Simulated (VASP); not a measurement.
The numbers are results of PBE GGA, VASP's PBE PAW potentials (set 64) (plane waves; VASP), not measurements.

VASP input:

### KPOINTS
```
Automatic
0
G
 7 7 7
0 0 0
```

**POSCAR**
```
VSe2
1
    1.5802940000     0.9123830000     6.1186630000
   -1.5802940000     0.9123830000     6.1186630000
    0.0000000000    -1.8247660000     6.1186630000
V Se
1 2
Direct
  0.0000000000   0.0000000000   0.0000000000
  0.7523000000   0.7523000000   0.7523000000
  0.5810000000   0.5810000000   0.5810000000
```

INCAR:
```
! general
SYSTEM  = VSe2
PREC    = Accurate
ENCUT   = 400
LREAL   = .False.
LASPH   = .True.

! electronic loop
EDIFF   = 1E-6
NELM    = 100
ALGO    = Normal
LMAXMIX = 4

! smearing
ISMEAR  = 0
SIGMA   = 0.05

! functional
GGA     = PE

! spin
ISPIN   = 2
MAGMOM  = 2.0 2*0.0

! ions
ISIF    = 2

! output
LWAVE   = .False.
LCHARG  = .False.
LORBIT  = 10
```

POTCAR, in this order: V_sv Se (PBE.64 set). Program: vasp_std.

The moments were started parallel, and other spin orders were not tried in this run.

Task: What does the run give for the energy per atom (σ→0), cell moment, pressure, largest force, band gap (on the k-mesh)?

Result: 
```yaml
energy per atom (σ→0): -5.923 eV/atom
cell_moment: 0.50 μB
band gap (on the k-mesh): none (metal, semimetal or under 0.01 eV)
pressure: 14.06 GPa
largest_force: 0.940 eV/Å
```

OSZICAR:
```
...
DAV:  10    -0.177707506346E+02    0.15488E-02   -0.46736E-02  3400   0.161E+00    0.516E-01
DAV:  11    -0.177701755255E+02    0.57511E-03   -0.18307E-02  3296   0.963E-01    0.143E-01
DAV:  12    -0.177702008728E+02   -0.25347E-04   -0.10395E-03  3059   0.257E-01    0.591E-02
DAV:  13    -0.177702163612E+02   -0.15488E-04   -0.10320E-04  3511   0.665E-02    0.240E-02
DAV:  14    -0.177702219498E+02   -0.55886E-05   -0.14897E-05  3092   0.257E-02    0.106E-02
DAV:  15    -0.177702237768E+02   -0.18271E-05   -0.38950E-06  2936   0.139E-02    0.488E-03
DAV:  16    -0.177702243020E+02   -0.52514E-06   -0.76618E-07  1536   0.630E-03
   1 F= -.17770224E+02 E0= -.17769667E+02  d E =-.111442E-02  mag=     0.5046
```

The structure was generated: VSe2 was put into the 3R-MoS2 type (R3m), which need not be its known phase. The cell was not relaxed at this level. The k-mesh is coarse (spacing up to 0.33 per Å, 2π included), so the numbers may not be converged in it.
